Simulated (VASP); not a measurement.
A convergence study with VASP on Mo (bcc): a few settings are varied, all else stays as given below, so the limit is that of these other settings. The cell's lengths are 1 % over those of the tabulated start, so it is off equilibrium.

```
CELL_PARAMETERS angstrom
     -1.59075     1.59075     1.59075
      1.59075    -1.59075     1.59075
      1.59075     1.59075    -1.59075
ATOMIC_POSITIONS crystal
  Mo 0.00000 0.00000 0.00000
```

Level of theory: PBE GGA, VASP's PBE PAW potentials (set 64) (plane waves; VASP 6.6.1). The last row used: 550 eV cut-off, 14×14×14 Γ-centred mesh, first-order Methfessel-Paxton smearing of 0.10 eV, potentials Mo_sv.

```
setting                      E (eV/atom)  pressure (GPa)  electronic steps
---------------------------  -----------  --------------  ----------------
ALGO = Normal, EDIFF = 1E-2     -10.9184           -4.86                 8
ALGO = Normal, EDIFF = 1E-3     -10.9185           -4.53                 9
ALGO = Normal, EDIFF = 1E-4     -10.9185           -4.48                 9
ALGO = Normal, EDIFF = 1E-5     -10.9186           -3.86                11
ALGO = Normal, EDIFF = 1E-6     -10.9186           -3.87                11
ALGO = Normal, EDIFF = 1E-7     -10.9186           -3.87                11
ALGO = Normal, EDIFF = 1E-8     -10.9186           -3.88                14
ALGO = Normal, EDIFF = 1E-9     -10.9186           -3.88                15
ALGO = Fast, EDIFF = 1E-2       -10.9192          -10.32                 8
ALGO = Fast, EDIFF = 1E-3       -10.9185           -5.13                 9
ALGO = Fast, EDIFF = 1E-4       -10.9186           -3.14                10
ALGO = Fast, EDIFF = 1E-5       -10.9186           -3.84                11
ALGO = Fast, EDIFF = 1E-6       -10.9186           -3.85                12
ALGO = Fast, EDIFF = 1E-7       -10.9186           -3.87                14
ALGO = Fast, EDIFF = 1E-8       -10.9186           -3.88                17
ALGO = Fast, EDIFF = 1E-9       -10.9186           -3.88                18
ALGO = All, EDIFF = 1E-2        -10.9164           -5.20                10
ALGO = All, EDIFF = 1E-3        -10.9185           -3.86                12
ALGO = All, EDIFF = 1E-4        -10.9185           -3.85                13
ALGO = All, EDIFF = 1E-5        -10.9185           -3.85                14
ALGO = All, EDIFF = 1E-6        -10.9186           -3.87                16
ALGO = All, EDIFF = 1E-7        -10.9186           -3.87                17
ALGO = All, EDIFF = 1E-8        -10.9186           -3.87                19
ALGO = All, EDIFF = 1E-9        -10.9186           -3.87                19
```

Left out are rungs that failed or repeat a setting and relaxations that didn't move; long series are thinned to 24 rows.

The compound is Mo in the bcc structure. The cell was not relaxed at this level.
